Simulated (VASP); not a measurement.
Write the native input for VASP 6.6.1 that does the following.

| Item | Value |
| --- | --- |
| Task | single point |
| Functional | PBE0(alpha) |
| Potentials or basis | VASP PAW PBE potentials, release 64 (Hf_pv, Ge_d) |
| Cutoff | 520 eV |
| k mesh | 4 × 4 × 4 |
| Occupations | fermi-dirac, width 0.05 eV |
| Spin | no spin polarisation |
| Share of exact exchange | 0.3 |
| Grid for exact exchange (PRECFOCK) | Fast |
| Exchange at q = 0 | truncated |
| Further INCAR settings | ALGO = Normal; EDIFF = 1e-06; NBANDS = 19 |

The system is HfGe.

```
Hf Ge
1.0
     3.21967    0.00000    0.00000
     0.00000    3.21967    0.00000
     0.00000    0.00000    4.10843
Hf Ge
1 1
Direct
  0.50000 0.50000 0.00000
  0.00000 0.00000 0.00000
```

The cell was built by a generator and needn't be a form met in nature.

One way to write it, as run:

POSCAR

```
HfGe
1.0
    3.2196660000      0.0000000000      0.0000000000
    0.0000000000      3.2196660000      0.0000000000
    0.0000000000      0.0000000000      4.1084277000
Hf Ge
1 1
Direct
    0.5000000000      0.5000000000      0.0000000000
    0.0000000000      0.0000000000      0.0000000000
```

INCAR.step1

```
ALGO     = Normal         # electronic algorithm
EDIFF    = 1E-5           # SCF threshold, eV
ENCUT    = 520            # plane-wave cutoff, eV
GGA      = PE             # functional
ISIF     = 2              # what is computed and relaxed
ISMEAR   = -1             # smearing method
LASPH    = T              # aspherical terms in the spheres
LCHARG   = F              # write CHGCAR
LREAL    = F              # projectors in reciprocal space
LWAVE    = T              # write WAVECAR
NBANDS   = 19             # bands
NELM     = 60             # most SCF steps
PREC     = Accurate       # precision mode
SIGMA    = 0.05           # smearing width, eV
```

INCAR.step2

```
AEXX     = 0.3            # exact-exchange fraction
ALGO     = Normal         # electronic algorithm
EDIFF    = 1E-6           # SCF threshold, eV
ENCUT    = 520            # plane-wave cutoff, eV
GGA      = PE             # functional
HFRCUT   = -1           
ISIF     = 2              # what is computed and relaxed
ISMEAR   = -1             # smearing method
ISTART   = 1            
LASPH    = T              # aspherical terms in the spheres
LCHARG   = F              # write CHGCAR
LHFCALC  = T              # exact exchange
LREAL    = F              # projectors in reciprocal space
LWAVE    = F              # write WAVECAR
NBANDS   = 19             # bands
NELM     = 60             # most SCF steps
PREC     = Accurate       # precision mode
PRECFOCK = Fast         
SIGMA    = 0.05           # smearing width, eV
```

KPOINTS

```
k-points
0
Gamma
  4 4 4
```

Potentials or basis: VASP PAW PBE potentials, release 64 (Hf_pv, Ge_d).

Run with:

```console
$ cat potpaw_PBE.64/Hf_pv/POTCAR potpaw_PBE.64/Ge_d/POTCAR > POTCAR
$ cp INCAR.step1 INCAR
$ mpirun -np 1 vasp_std > vasp.out
$ cp INCAR.step2 INCAR
$ mpirun -np 1 vasp_std > vasp.out
```

It gave:

```yaml
Pressure: 60.7 GPa
Band_gap_on_the_k_mesh: none (metal or under the smearing width)
```

Caveat: the k mesh is coarse (spacing up to 0.49 Å⁻¹), so the values aren't converged, least of all with exact exchange; a pressure of tens of GPa on the cell as given is suspect, and the run, the potentials or the cell itself is likely at fault; the PAW data sets were made with another functional, which shifts forces and pressure a little.

It took 23 min on 1 thread of AMD EPYC 7571, with other jobs on the host, peak memory 0.14 GiB.
